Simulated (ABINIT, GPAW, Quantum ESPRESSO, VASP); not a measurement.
## One structure in several programs: CdPd (P1, 2 atoms in the cell)

Self-consistent single point, at a second geometry (lattice scaled by 0.98). First geometry:

```
CdPd
1.0
    3.03726     0.00000     0.00000
    0.00000     3.03726     0.00000
    0.00000     0.00000     3.69349
Cd Pd
1 1
Direct
  0.98910   0.00840   0.99958
  0.51090   0.49160   0.50042
```

Shared settings, as Quantum ESPRESSO writes them: occupations = smearing; smearing = fermi-dirac; degauss = 0.0073499 Ry; K_POINTS = automatic 9 9 8 0 0 0. Potentials and cutoffs stand in the table.

```json
[
 {"code": "GPAW", "model": "LDA (Perdew-Wang 92), GPAW PAW datasets LDA (gpaw-data 1.0.1)", "ΔF from the first geometry (meV/atom)": "-31.6", "pressure (GPa)": "-1.07", "largest force (eV/Å)": "0.386", "cutoff": "550 eV"},
 {"code": "ABINIT", "model": "LDA (PW92), PAW (JTH v2.0 LDA PAW)", "ΔF from the first geometry (meV/atom)": "-30.3", "pressure (GPa)": "-1.00", "largest force (eV/Å)": "0.386", "cutoff": "24 Ha"},
 {"code": "Quantum ESPRESSO", "model": "LDA (PZ), GBRV 1.5 ultrasoft (LDA) pseudopotentials", "ΔF from the first geometry (meV/atom)": "-26.2", "pressure (GPa)": "-0.29", "largest force (eV/Å)": "0.406", "cutoff": "40 Ry"},
 {"code": "VASP", "model": "LDA (PZ), VASP's LDA PAW potentials (set 64)", "ΔF from the first geometry (meV/atom)": "-22.0", "pressure (GPa)": "0.61", "largest force (eV/Å)": "0.411", "cutoff": "300 eV"}
]
```

Size of the force on each atom (eV/Å): Sizes of forces hide their directions.

```csv
code,Cd1,Pd2
GPAW,0.386,0.384
ABINIT,0.386,0.386
Quantum ESPRESSO,0.406,0.406
VASP,0.411,0.411
```

On GPAW's run: spin polarisation is off.

The spread over the programs that give each value: ΔF from the first geometry within 9.6 meV/atom; pressure within 1.68 GPa; largest force within 0.025 eV/Å.

The same LDA comes in different parametrisations, which differ slightly. In the pressure, VASP (by 1.25) lies more than 1 GPa from the median of the plane-wave programs.

VASP's run is marked for a possible Pulay error in its stress at this cutoff; no cutoff test was made.

The starting cell comes from a database of computed structures (which also holds hypothetical and non-ambient phases and stackings), without a prior relaxation at this level. Its atoms were displaced at random from the sites of space group no. 123. For this run, on top of that: lattice scaled by 0.98.

Left out of this page: Ansatz, CP2K, Elk and SIESTA (not drawn, or without a comparable value).
